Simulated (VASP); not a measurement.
Data:

```
CELL_PARAMETERS angstrom
      7.14656     0.00000     0.00000
      0.00000     7.14656     0.00000
      0.00000     0.00000     7.14656
ATOMIC_POSITIONS crystal
  C  0.50000 0.00000 0.00000
  C  0.61810 0.12233 0.13141
  C  0.75018 0.24745 0.00055
  C  0.87109 0.37930 0.12279
  C  0.75055 0.99307 0.25243
  C  0.87094 0.13106 0.37324
  C  0.00000 0.00000 0.00000
  C  0.12500 0.12500 0.12500
  C  0.25000 0.25000 0.00000
  C  0.37720 0.37054 0.12251
  C  0.50543 0.49416 0.00346
  C  0.61886 0.62825 0.12840
  C  0.75000 0.75000 0.00000
  C  0.87500 0.87500 0.12500
  C  0.25000 0.00000 0.25000
  C  0.38199 0.12203 0.37446
  C  0.50330 0.25622 0.24545
  C  0.74597 0.49485 0.24592
  C  0.88195 0.62145 0.36953
  C  0.50003 0.99939 0.50329
  C  0.62670 0.12670 0.62010
  C  0.75054 0.24468 0.49514
  C  0.87430 0.37401 0.62828
  C  0.75000 0.00000 0.75000
  C  0.87500 0.12500 0.87500
  C  0.00000 0.50000 0.00000
  C  0.12500 0.62500 0.12500
  C  0.25000 0.75000 0.00000
  C  0.37500 0.87500 0.12500
  C  0.00000 0.25000 0.25000
  C  0.12500 0.37500 0.37500
  C  0.24796 0.49915 0.25386
  C  0.37680 0.61937 0.37712
  C  0.50657 0.74631 0.24850
  C  0.62500 0.87500 0.37500
  C  0.00000 0.00000 0.50000
  C  0.12500 0.12500 0.62500
  C  0.25597 0.24723 0.49964
  C  0.37837 0.37711 0.62174
  C  0.61906 0.62088 0.63044
  C  0.74878 0.74586 0.49785
  C  0.87500 0.87500 0.62500
  C  0.25000 0.00000 0.75000
  C  0.37500 0.12500 0.87500
  C  0.49964 0.24513 0.75073
  C  0.62500 0.37500 0.87500
  C  0.75642 0.49573 0.75023
  C  0.87500 0.62500 0.87500
  C  0.00000 0.75000 0.25000
  C  0.12500 0.87500 0.37500
  C  0.00000 0.50000 0.50000
  C  0.12500 0.62500 0.62500
  C  0.25000 0.75000 0.50000
  C  0.37500 0.87500 0.62500
  C  0.00000 0.25000 0.75000
  C  0.12500 0.37500 0.87500
  C  0.25000 0.50000 0.75000
  C  0.37500 0.62500 0.87500
  C  0.50000 0.75000 0.75000
  C  0.62500 0.87500 0.87500
  C  0.00000 0.75000 0.75000
  C  0.12500 0.87500 0.87500
  Si 0.49845 0.50568 0.50324
```
Cell charge -2.

Level of theory: PBE GGA, VASP's PBE PAW potentials (set 64) (plane waves; VASP 6.6.1). Run with PREC = Normal, LREAL = Auto, ISYM = 0, NELECT = 254.0, EDIFF = 1E-5, 400 eV cut-off, 1×1×1 Γ-centred mesh, Gaussian smearing of 0.050 eV, potentials C Si.

The cell is charged, with a uniform compensating background. The supercell is sampled at Γ alone, which is coarse: total energies, pressure and levels can be off, energies of defects by several tenths of an eV.

**Question.** The ions are relaxed. Predict the relaxed structure.

**Answer.** 
```
CELL_PARAMETERS angstrom
      7.14656     0.00000     0.00000
      0.00000     7.14656     0.00000
      0.00000     0.00000     7.14656
ATOMIC_POSITIONS crystal
  C  0.49835 0.00086 0.00150
  C  0.61980 0.13001 0.13069
  C  0.74674 0.25284 0.00498
  C  0.86954 0.37974 0.13067
  C  0.74674 0.00431 0.25354
  C  0.86954 0.13001 0.38043
  C  0.99833 0.00125 0.00193
  C  0.12121 0.12624 0.12688
  C  0.24634 0.24986 0.99926
  C  0.36840 0.37345 0.12245
  C  0.49951 0.50005 0.00036
  C  0.62610 0.63114 0.12247
  C  0.74969 0.75325 0.99927
  C  0.87333 0.87834 0.12691
  C  0.24633 0.99861 0.25054
  C  0.36841 0.12179 0.37409
  C  0.48382 0.25123 0.25191
  C  0.74833 0.51578 0.25195
  C  0.87777 0.63115 0.37412
  C  0.49953 0.99970 0.50073
  C  0.62612 0.12180 0.63184
  C  0.74835 0.25124 0.51643
  C  0.87779 0.37345 0.63185
  C  0.74971 0.99860 0.75391
  C  0.87334 0.12622 0.87903
  C  0.99874 0.50122 0.00153
  C  0.12257 0.62578 0.12306
  C  0.25023 0.74936 0.99794
  C  0.37379 0.87696 0.12304
  C  0.99527 0.25282 0.25353
  C  0.12343 0.37560 0.37626
  C  0.24562 0.50220 0.24514
  C  0.37512 0.62447 0.36058
  C  0.49736 0.75393 0.24514
  C  0.62397 0.87613 0.37625
  C  0.99873 0.00086 0.50189
  C  0.12260 0.12238 0.62647
  C  0.24563 0.24448 0.50287
  C  0.37512 0.35987 0.62511
  C  0.63968 0.62445 0.62516
  C  0.75513 0.75395 0.50288
  C  0.87718 0.87697 0.62646
  C  0.25022 0.99728 0.75002
  C  0.37379 0.12238 0.87765
  C  0.49737 0.24446 0.75458
  C  0.62399 0.37562 0.87684
  C  0.75511 0.50222 0.75463
  C  0.87718 0.62579 0.87765
  C  0.00099 0.75324 0.25057
  C  0.12476 0.87479 0.37518
  C  0.99990 0.50005 0.50074
  C  0.12821 0.62275 0.62343
  C  0.25397 0.74559 0.49654
  C  0.37682 0.87134 0.62342
  C  0.00098 0.24988 0.75391
  C  0.12479 0.37451 0.87546
  C  0.25399 0.49588 0.74627
  C  0.37685 0.62275 0.87203
  C  0.50373 0.74561 0.74626
  C  0.62505 0.87479 0.87548
  C  0.00229 0.74938 0.75002
  C  0.12518 0.87440 0.87506
  Si 0.56169 0.43790 0.43851
```
Cell charge -2.

**Question.** How much energy does the relaxation gain?

**Answer.** The energy (σ→0) changes by -192.8 meV/atom, in 18 ionic steps.

The cell is a supercell with a defect, built from C (diamond): Si_C-vac_C, charge -2. The run is not spin-polarised, so no state with unpaired spins was tried.
